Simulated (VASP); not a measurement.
Here is the system:

```
CELL_PARAMETERS angstrom
      4.47122     0.00000     0.00000
     -2.23561     3.87219     0.00000
      0.00000     0.00000     2.54945
ATOMIC_POSITIONS crystal
  Co 0.00000 0.00000 0.00000
  Ge 0.33333 0.66667 0.50000
  Ge 0.66667 0.33333 0.50000
```
Starting moments (μB, in the order of the record's atoms Co Ge Ge): 1.4 0.0 0.0.

Method: PBEsol GGA, VASP's PBE PAW potentials (set 64) (plane waves; VASP 6.6.1). Numerical set-up: 400 eV cut-off, Gaussian smearing of 0.050 eV, potentials Co Ge_d.

### Question
Predict the cell moment, band gap (along the path) with the smallest direct gap where there is one.

### Answer

| Item | Result |
|---|---|
| band gap (along the path) | none (metal, semimetal or under 0.01 eV) |
| cell moment | 1.56 μB |

Total energies compare only between runs with the same potentials, cut-off and functional.

The structure was generated: CoGe2 was put into the AlB2 type (P6/mmm), which need not be its known phase. It was relaxed first, which changed the volume by -48 %.
